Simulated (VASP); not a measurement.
An input for Quantum ESPRESSO's pw.x (written as the equivalent of a VASP run, and not itself run):

```
&CONTROL
  calculation = 'vc-relax'
  pseudo_dir = './pseudo'
  outdir = './out'
  tprnfor = .true.
  tstress = .true.
  nstep = 60
  forc_conv_thr = 0.00039
/
&SYSTEM
  ibrav = 0
  nat = 2
  ntyp = 2
  ecutwfc = 82.3
  occupations = 'smearing'
  smearing = 'methfessel-paxton'
  degauss = 0.00735
  input_dft = 'pbesol'
/
&ELECTRONS
  conv_thr = 7.3e-08
  electron_maxstep = 100
/
&IONS
/
&CELL
/
ATOMIC_SPECIES
  Hg 200.592 Hg.upf
  Te 127.600 Te.upf
CELL_PARAMETERS angstrom
     0.0000000    3.2582950    3.2582950
     3.2582950   -0.0000000    3.2582950
     3.2582950    3.2582950    0.0000000
ATOMIC_POSITIONS crystal
  Hg   0.0000000  0.0000000  0.0000000
  Te   0.2500000  0.2500000  0.2500000
K_POINTS automatic
  9 9 9 0 0 0
```

Write the VASP files for the same calculation (PBEsol).

This is not unique; one that fits is 
File KPOINTS:
```
Automatic mesh
0
Gamma
9 9 9
0 0 0
```

**INCAR**
```
SYSTEM = HgTe
PREC = Accurate
ENCUT = 520
EDIFF = 1E-6
NELM = 100
ALGO = Normal
LREAL = .FALSE.
LASPH = .TRUE.
ISMEAR = 1
SIGMA = 0.1
GGA = PS
LMAXMIX = 6
LWAVE = .FALSE.
LCHARG = .FALSE.
IBRION = 2
ISIF = 3
NSW = 60
EDIFFG = -0.01
```

### POSCAR
```
HgTe
1.0
  0.0000000000   3.2582949836   3.2582949836
  3.2582949836   0.0000000000   3.2582949836
  3.2582949836   3.2582949836   0.0000000000
Hg Te
1 1
Cart
  0.0000000000   0.0000000000   0.0000000000
  1.6291474918   1.6291474918   1.6291474918
```

POTCAR, in this order: Hg Te (PBE.64 set). Program: vasp_std.

Limits of the translation: the potentials are each code's own (VASP's PAW set, PseudoDojo norm-conserving files in pw.x), so ENCUT and ecutwfc are chosen apart and not converted; conv_thr bounds pw.x's estimated SCF error, while EDIFF bounds the energy change between steps; forc_conv_thr acts on force components and is met together with etot_conv_thr.

The compound is HgTe in the zinc blende structure. It was relaxed first. The start is the result of an earlier pass.
